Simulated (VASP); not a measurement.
Consider the following.

```yaml
crystal:
  lattice:
    - [3.90341, 0.00000, 0.00000]
    - [0.00000, 3.90341, 0.00000]
    - [0.00000, 0.00000, 6.78492]
  atoms:
    - { symbol: Al, position: [0.50000, 0.50000, 0.00000] }
    - { symbol: P, position: [0.00000, 0.00000, 0.50000] }
    - { symbol: Pt, position: [0.00000, 0.50000, 0.28741] }
    - { symbol: Pt, position: [0.00000, 0.50000, 0.71259] }
    - { symbol: Pt, position: [0.50000, 0.00000, 0.28741] }
    - { symbol: Pt, position: [0.50000, 0.00000, 0.71259] }
    - { symbol: Pt, position: [0.00000, 0.00000, 0.00000] }
```

Level of theory: PBEsol GGA, VASP's PBE PAW potentials (set 64) (plane waves; VASP). Numerical set-up: 400 eV cut-off, 9×9×5 Γ-centred mesh, tetrahedra with Blöchl corrections, potentials Al P Pt.

Unless said otherwise, spin-orbit coupling is left out, though it shifts the bands of the heavy elements here.

Question: Predict the energy per atom (σ→0), band gap (on the k-mesh) with the smallest direct gap where there is one.

Answer: 
```
Quantity                                                    Result
------------------------  ----------------------------------------
band gap (on the k-mesh)  none (metal, semimetal or under 0.01 eV)
energy per atom (σ→0)                       -678.0 kJ/mol of atoms
```

Only differences to runs with the same potentials and settings are physical.

The structure comes from a computed database's AlPPt5 entry (P4/mmm); how it stands against other phases isn't given here. It was relaxed first.
